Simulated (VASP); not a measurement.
# CsLiCr2Te2S3 (Cmm2) in VASP: notebook, part 2 of 2

VASP 6.6.1.

## 4. Single point, r2SCAN, collinear spin, ferromagnetic start

This run uses another cell than the first one, of 25.71 Å³/atom, 1.023 times its volume.

Contents of INCAR:

```
SYSTEM = CsLiCr2Te2S3
PREC = Accurate
ENCUT = 520
EDIFF = 1E-6
ISMEAR = 0
SIGMA = 0.1
LREAL = .False.
LASPH = .True.
NELM = 150
ALGO = Normal
ISIF = 2
LWAVE = .False.
LCHARG = .False.
ISPIN = 2
MAGMOM = 0 0 3 3 0 0 0 0 0
LORBIT = 11
LMAXMIX = 4
METAGGA = R2SCAN
LMIXTAU = .True.
NBANDS = 47
KPAR = 4
```

Contents of KPOINTS:

```
regular mesh
0
Gamma
  6 6 4
  0 0 0
```

Contents of POSCAR:

```
CsLiCr2Te2S3                            
1.0
    2.8128736410     -4.8486487286      0.0000000000
    2.8128736410      4.8486487286      0.0000000000
    0.0000000000      0.0000000000      8.4815402632
  Cs              Li              Cr              Te              S             
     1     1     2     2     3
Direct
     1.0000000000000000    1.0000000000000000    0.0849962137330569
     0.5000000000000000    0.5000000000000000    0.4810369483695524
     0.5000000000000000    0.0000000000000000    0.4696964893225901
     1.0000000000000000    0.5000000000000000    0.4696964893225901
     0.3071560064401289    0.6928439935598711    0.7371224617230376
     0.6928439935598711    0.3071560064401289    0.7371224617230376
     0.6742233700591679    0.3257766299408250    0.2830487608220505
     0.3257766299408250    0.6742233700591679    0.2830487608220505
     0.0000000000000000    0.0000000000000000    0.4945667141620295
```

Potentials or basis: VASP PAW PBE potentials, release 64 (Cs_sv, Li_sv, Cr_pv, Te, S).

The run is started by

```console
$ cat potpaw_PBE.64/Cs_sv/POTCAR potpaw_PBE.64/Li_sv/POTCAR potpaw_PBE.64/Cr_pv/POTCAR potpaw_PBE.64/Te/POTCAR potpaw_PBE.64/S/POTCAR > POTCAR
$ mpirun -np 4 vasp_std > vasp.out
```

OUTCAR:

```text
SYSTEM = CsLiCr2Te2S3
   PREC = Accurate
   ENCUT = 520
   EDIFF = 1E-6
   ISMEAR = 0
   LREAL = .False.
   LASPH = .True.
   NELM = 150
   ISIF = 2
   ISPIN = 2
   LORBIT = 11
   METAGGA = R2SCAN

 ion  position               nearest neighbor table
   1  0.000  0.000  0.085-
   2  0.500  0.500  0.481-   7 2.38   8 2.38   3 2.80   4 2.80   3 2.80   4 2.80   5 2.87   6 2.87

   3  0.500  0.000  0.470-   7 2.24   8 2.24   5 2.73   6 2.73   2 2.80   2 2.80   9 2.81   9 2.81
                             4 2.81   4 2.81
   4  0.000  0.500  0.470-   8 2.24   7 2.24   5 2.73   6 2.73   2 2.80   2 2.80   9 2.81   9 2.81
                             3 2.81   3 2.81
   5  0.307  0.693  0.737-   3 2.73   4 2.73   2 2.87   6 3.02   6 3.02
   6  0.693  0.307  0.737-   3 2.73   4 2.73   2 2.87   5 3.02   5 3.02
   7  0.674  0.326  0.283-   3 2.24   4 2.24   2 2.38
   8  0.326  0.674  0.283-   4 2.24   3 2.24   2 2.38
   9  0.000  0.000  0.495-   3 2.81   4 2.81   4 2.81   3 2.81

  LATTYP: Found a base centered orthorhombic cell.
 ALAT       =     5.6257472820
 B/A-ratio  =     1.7237349940
 C/A-ratio  =     1.5076290914

  Lattice vectors:

[... 2541 lines left out ...]
  energy-cutoff  :      520.00
  volume of cell :      231.35
      direct lattice vectors                 reciprocal lattice vectors
     2.812873641 -4.848648729  0.000000000     0.177754163 -0.103121514  0.000000000
     2.812873641  4.848648729  0.000000000     0.177754163  0.103121514  0.000000000
     0.000000000  0.000000000  8.481540263     0.000000000  0.000000000  0.117903113

 POSITION                                       TOTAL-FORCE (eV/Angst)
 -----------------------------------------------------------------------------------
      0.00000      0.00000      0.72090         0.000000      0.000000     -0.023724
      2.81287      0.00000      4.07993        -0.000000      0.000000     -0.209661
      1.40644     -2.42432      3.98375        -0.000000      0.000000     -0.472792
      1.40644      2.42432      3.98375        -0.000000      0.000000     -0.472792
      2.81287      1.87007      6.25193        -0.000000      0.025677      0.828111
      2.81287     -1.87007      6.25193        -0.000000     -0.025677      0.828111
      2.81287     -1.68950      2.40069        -0.000000      0.097128     -0.222525
      2.81287      1.68950      2.40069        -0.000000     -0.097128     -0.222525
      0.00000      0.00000      4.19469        -0.000000      0.000000     -0.032204
 -----------------------------------------------------------------------------------
    total drift:                                0.000002     -0.000000     -0.014119

  FREE ENERGIE OF THE ION-ELECTRON SYSTEM (eV)
  ---------------------------------------------------
  free  energy   TOTEN  =      -138.8215029002 eV

  energy  without entropy=     -138.8028127723  energy(sigma->0) =     -138.81215784

 total charge

# of ion       s       p       d       tot
------------------------------------------
    1        1.849   4.711   0.030   6.590
    2        2.018   0.023   0.000   2.041
    3        0.405   6.269   4.148  10.822
    4        0.405   6.269   4.148  10.822
    5        1.406   1.977   0.042   3.425
    6        1.406   1.977   0.042   3.425
    7        1.336   2.442   0.000   3.779
    8        1.336   2.442   0.000   3.779
    9        1.335   2.321   0.000   3.656
--------------------------------------------------
tot         11.496  28.431   8.410  48.337

 magnetization (x)

# of ion       s       p       d       tot
------------------------------------------
    1        0.001  -0.001   0.001   0.000
    2       -0.001  -0.000   0.000  -0.001
    3        0.063   0.037   3.034   3.135
    4        0.063   0.037   3.034   3.135
    5       -0.005  -0.094   0.004  -0.095
    6       -0.005  -0.094   0.004  -0.095
    7       -0.004  -0.103   0.000  -0.107
    8       -0.004  -0.103   0.000  -0.107
    9        0.009  -0.179   0.000  -0.169
--------------------------------------------------
tot          0.117  -0.501   6.078   5.695
```

stdout:

```text
POSCAR found type information on POSCAR CsLiCrTeS
 POSCAR found :  5 types and       9 ions
 scaLAPACK will be used
 -----------------------------------------------------------------------------
|                                                                             |
|                                                                             |
|     You enforced a specific xc type in the INCAR file but a different       |
|     I HOPE YOU KNOW WHAT YOU ARE DOING!                                     |
|                                                                             |
 -----------------------------------------------------------------------------

 LDA part: xc-table for (None), standard interpolation
 POSCAR, INCAR and KPOINTS ok, starting setup
 FFT: planning ... GRIDC
 FFT: planning ... GRID_SOFT
 FFT: planning ... GRID
 WAVECAR not read
 entering main loop
```

It took 15 min on 4 MPI ranks of AMD EPYC 9R45 (Zen 5), shared host; peak memory 0.93 GiB.

What came out:

* Free energy: -138.8215 eV
* Largest force: 0.829 eV/Å
* Band gap on the k mesh: none (metal or under the smearing width)
* Net moment: 5.95 μB per cell
* Site moments: Cs +0.00; Li -0.00; Cr +3.13; Te -0.10; S -0.11, -0.17 μB
* Valence electrons inside the program's atomic spheres: Cs 6.59; Li 2.04; Cr 10.82; Te 3.42; S 3.78, 3.66

Forces in eV/Å, atoms in the order of the input:
```
Cs   0.000  0.000 -0.024
Li   0.000  0.000 -0.210
Cr   0.000  0.000 -0.473
Cr   0.000  0.000 -0.473
Te   0.000  0.026  0.828
Te   0.000 -0.026  0.828
S    0.000  0.097 -0.223
S    0.000 -0.097 -0.223
S    0.000  0.000 -0.032
```

Levels at points of the mesh, in eV from the Fermi level:
Spin up:
```tsv
k point	band 33	band 34	band 35	band 36	band 37	band 38	band 39	band 40
(0.00, 0.00, 0.00)	-0.83	-0.70	-0.52	-0.41	-0.03	0.10	1.06	1.58
(0.50, 0.00, 0.00)	-1.02	-0.77	-0.50	-0.11	0.26	0.83	1.52	1.59
(0.50, 0.50, 0.00)	-0.63	-0.59	-0.15	0.27	0.62	0.77	1.59	1.59
(0.00, 0.00, 0.50)	-0.83	-0.79	-0.54	-0.41	0.03	0.13	0.99	1.58
(0.50, 0.00, 0.50)	-1.00	-0.79	-0.51	-0.26	0.27	0.87	1.59	1.59
(0.50, 0.50, 0.50)	-0.59	-0.56	-0.16	0.24	0.63	0.80	1.59	1.60
```
Spin down:
```csv
k point,band 28,band 29,band 30,band 31,band 32,band 33
"(0.00, 0.00, 0.00)",-1.77,-1.33,-0.62,0.70,1.13,1.79
"(0.50, 0.00, 0.00)",-1.51,-0.99,-0.25,0.03,1.89,1.98
"(0.50, 0.50, 0.00)",-1.95,-0.74,-0.47,1.15,1.34,2.60
"(0.00, 0.00, 0.50)",-1.75,-1.52,-0.71,0.80,1.09,1.98
"(0.50, 0.00, 0.50)",-1.60,-1.03,-0.25,0.03,1.99,2.00
"(0.50, 0.50, 0.50)",-1.95,-0.70,-0.44,1.22,1.38,2.52
```

Caveat: the cutoff is under 1.25 times the usual one of these potentials, so pressure, stress and relaxed cells hold a basis-set (Pulay) error; the PAW data sets were made with another functional, which shifts forces and pressure a little; only a ferromagnetic start was run, and an antiferromagnetic order may lie lower in energy. With open d or f shells a metallic result of r2SCAN can be an artefact of self-interaction; +U or a hybrid may open a gap.
